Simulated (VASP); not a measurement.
VASP ran on this input.

File KPOINTS:
```
kpoints
0
G
6 6 6
0 0 0
```

INCAR:
```
PREC  =  Accurate
NSW  =  60   # most ionic steps
SYSTEM  =  SrTe
EDIFFG  =  -0.01   # ionic stop
GGA  =  PE   # PBE
ISIF  =  3   # ions, shape and volume
LREAL  =  .FALSE.
SIGMA  =  0.05   # width (eV)
LCHARG  =  .FALSE.
NELM  =  100
LASPH  =  .TRUE.   # aspherical one-centre terms
EDIFF  =  1E-6   # SCF stop (eV)
IBRION  =  2   # conjugate gradients
ENCUT  =  480   # plane-wave cut-off (eV)
LWAVE  =  .FALSE.
ALGO  =  Normal   # blocked Davidson
ISMEAR  =  0   # Gaussian
LMAXMIX  =  4
```

### POSCAR
```
SrTe
1
    0.0000000000     3.3620554550     3.3620554550
    3.3620554550     0.0000000000     3.3620554550
    3.3620554550     3.3620554550     0.0000000000
Sr Te
1 1
Direct
  0.0000000000   0.0000000000   0.0000000000
  0.5000000000   0.5000000000   0.5000000000
```

POTCAR, in this order: Sr_sv Te (PBE.64 set). Program: vasp_std.

### Question
Write an equivalent input for Ansatz.

### Answer
One equivalent input (not run):
Ansatz 0.2 input:
```yaml
crystal:
  lattice:
    - [0.0000000, 3.3620555, 3.3620555]
    - [3.3620555, 0.0000000, 3.3620555]
    - [3.3620555, 3.3620555, 0.0000000]
  atoms:
    - { symbol: Sr, position: [0.0000000, 0.0000000, 0.0000000] }
    - { symbol: Te, position: [0.5000000, 0.5000000, 0.5000000] }
kpoints:
  mp_grid: { grid: [6, 6, 6] }
hamiltonian:
  xc: pbe
  pseudopotentials: { kind: paw }
scf:
  occupations: { method: gaussian, width: 0.05 }
  max_iter: 100
relax:
  max_steps: 60
  f_tol: 0.01
  cell: {}
output: { forces: true, stress: true, eigenvalues: true }
```
Limits of the translation: each code has its own PAW files, so the cut-off isn't converted (ENCUT is set for VASP's; basis.ecutwfc is left out, and Ansatz then takes the one that its files recommend); Ansatz stops its SCF on the density residual and VASP on the energy change (EDIFF).

The compound is SrTe in the rock salt structure. It was relaxed first. The start is the result of an earlier pass.
